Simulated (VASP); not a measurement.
Consider the following.

```
CELL_PARAMETERS angstrom
      4.20537     0.00000     0.00000
      0.00000     4.20537     0.00000
      0.00000     0.00000     2.69585
ATOMIC_POSITIONS crystal
  Si 0.00000 0.00000 0.00000
  Si 0.50000 0.50000 0.50000
  O  0.30601 0.30601 0.00000
  O  0.80601 0.19399 0.50000
  O  0.19399 0.80601 0.50000
  O  0.69399 0.69399 0.00000
```

Level of theory: rev-vdW-DF2, VASP's PBE PAW potentials (set 64) (plane waves; VASP 6.6.1). Settings: 520 eV cut-off, 6×6×9 Γ-centred mesh, tetrahedra with Blöchl corrections, potentials Si O.

The cores are frozen, which limits the accuracy of field gradients.

Task: Give the principal components of the electric field gradient (V/Å²) and the asymmetry η at each nucleus.

Result: 
```csv
atom,Vxx,Vyy,Vzz,η
Si1,-16.2,-2.7,18.9,0.71
Si2,-16.2,-2.7,18.9,0.71
O3,62.5,48.6,-111.0,0.12
O4,62.5,48.6,-111.0,0.12
O5,62.5,48.6,-111.0,0.12
O6,62.5,48.6,-111.0,0.12
```

The compound is SiO2 in the rutile structure, stishovite, a high-pressure form. It was relaxed first.
